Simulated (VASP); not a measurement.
NaCl (rock salt): the lattice constant a from VASP (plane waves, PAW) at several levels of theory. Static lattice.

```
level        lattice constant a (Å)
-----------  ----------------------
RPBE                          5.843
AM05                          5.684
PBE-D3(BJ)                    5.580
PBE-D4                        5.638
optB88-vdW                    5.609
rev-vdW-DF2                   5.619
revTPSS                       5.666
HSE06                         5.658
PBE0                          5.654
```

The cell of the RPBE run:

```
CELL_PARAMETERS angstrom
      0.00000     2.92170     2.92170
      2.92170     0.00000     2.92170
      2.92170     2.92170     0.00000
ATOMIC_POSITIONS crystal
  Na 0.00000 0.00000 0.00000
  Cl 0.50000 0.50000 0.50000
```

Only levels that ran to the end are used. Left out are those held back, those with too coarse a band path, GW runs whose mesh misses a band edge, hybrids' fits of cells that aren't cubic and levels without matching references; a question may draw on a part of the rest.

The compound is NaCl in the rock salt structure.
